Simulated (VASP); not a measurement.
Calculation: revPBE GGA, VASP's PBE PAW potentials (set 64) (plane waves; VASP).

A VASP calculation is set up with these files.

File POSCAR:
```
Tb
1
    1.8453483993    -3.1962366971     0.0000000000
    1.8453483993     3.1962366971     0.0000000000
   -0.0000000000     0.0000000000     5.6895842872
Tb
2
Direct
  0.3333330000   0.6666670000   0.2500000000
  0.6666670000   0.3333330000   0.7500000000
```

### INCAR
```
! general
SYSTEM  = Tb
PREC    = Accurate
ENCUT   = 520
LREAL   = .False.
LASPH   = .True.

! electronic loop
EDIFF   = 1E-6
NELM    = 100
ALGO    = Normal
LMAXMIX = 6

! smearing
ISMEAR  = 1
SIGMA   = 0.1

! functional
GGA     = RE

! ions
IBRION  = 2
NSW     = 60
ISIF    = 3
EDIFFG  = -0.01

! output
LWAVE   = .False.
LCHARG  = .False.
```

KPOINTS:
```
Automatic
0
gamma
 10 10 6
```

POTCAR, in this order: Tb_3 (PBE.64 set). Program: vasp_std.

The 4f electrons are frozen in the core of the lanthanide potential, so 4f levels, which can set the real gap, and their magnetism are missing.

Problem. What does the run give for the energy per atom (σ→0), band gap (on the k-mesh)?

Solution. 
The energy per atom (σ→0) comes out as -4.278 eV/atom. The band gap (on the k-mesh) is none (metal, semimetal or under 0.01 eV).

**OSZICAR**
```
...
DAV:   6    -0.854504769958E+01   -0.24238E-02   -0.24173E-02  1737   0.134E+00    0.139E+01
DAV:   7    -0.855516356678E+01   -0.10116E-01   -0.45620E-02  1731   0.186E+00    0.226E-01
DAV:   8    -0.855492354008E+01    0.24003E-03   -0.23187E-03  1731   0.389E-01    0.630E-02
DAV:   9    -0.855494415923E+01   -0.20619E-04   -0.22169E-04  1836   0.118E-01    0.372E-02
DAV:  10    -0.855493651010E+01    0.76491E-05   -0.37437E-05  1671   0.446E-02    0.495E-02
DAV:  11    -0.855493867457E+01   -0.21645E-05   -0.59105E-06  1656   0.188E-02    0.196E-03
DAV:  12    -0.855493896738E+01   -0.29282E-06   -0.31495E-07   948   0.511E-03
   1 F= -.85549390E+01 E0= -.85556531E+01  d E =-.855494E+01
```

The compound is Tb in the hcp structure. It was relaxed first, which changed the volume by +5 %. The start is the result of an earlier pass.
